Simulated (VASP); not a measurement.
Write the native input for VASP 6.6.1 that does the following.

```yaml
Task: single point
Functional: PBE
Dispersion: D3(BJ)
Potentials_or_basis: VASP PAW PBE potentials, release 64 (Al, Sn_d)
Cutoff: 520 eV
k_mesh: 6 × 6 × 4
Occupations: gaussian, width 0.1 eV
Spin: no spin polarisation
Dipole_correction: no
Further_INCAR_settings: ALGO = Normal; EDIFF = 1e-06; NBANDS = 16
```

The structure of AlSn lies in POSCAR:

```
AlSn
1.0
    4.1981056157      0.0000000000      0.0000000000
   -2.0990528078      3.6356661109      0.0000000000
    0.0000000000      0.0000000000      3.3068470000
Al Sn
1 1
Direct
    0.0000000000      0.0000000000      0.0000000000
    0.3333333333      0.6666666667      0.5000000000
```

The cell comes from a database or a generator and needn't be the stable form of this composition.

These files were run (other wordings do the same):

INCAR

```
ALGO = Normal ; EDIFF = 1E-6
ENCUT = 520 ; GGA = PE
ISIF = 2 ; ISMEAR = 0
IVDW = 12 ; LASPH = True
LCHARG = False ; LREAL = False
LWAVE = False ; NBANDS = 16
NELM = 80 ; PREC = Accurate
SIGMA = 0.1
```

KPOINTS

```
k-points
0
Gamma
  6 6 4
```

Potentials or basis: VASP PAW PBE potentials, release 64 (Al, Sn_d).

Launch:

```bash
$ cat potpaw_PBE.64/Al/POTCAR potpaw_PBE.64/Sn_d/POTCAR > POTCAR
$ mpirun -np 1 vasp_std > vasp.out
```

It gave:

| Quantity | Value |
| --- | --- |
| Pressure | -1.0 GPa |
| Band gap on the k mesh | none (metal or under the smearing width) |
| Dispersion energy per atom | -0.308 eV |

Caveat: the k mesh is coarse (spacing up to 0.48 Å⁻¹), so the values aren't converged; pairwise dispersion overbinds metals, which lowers pressure and volume.

Run time: 8.6 s on 1 thread of Intel(R) Xeon(R) Platinum 8559C (Emerald Rapids), with other jobs on the host, peak memory 0.18 GiB.
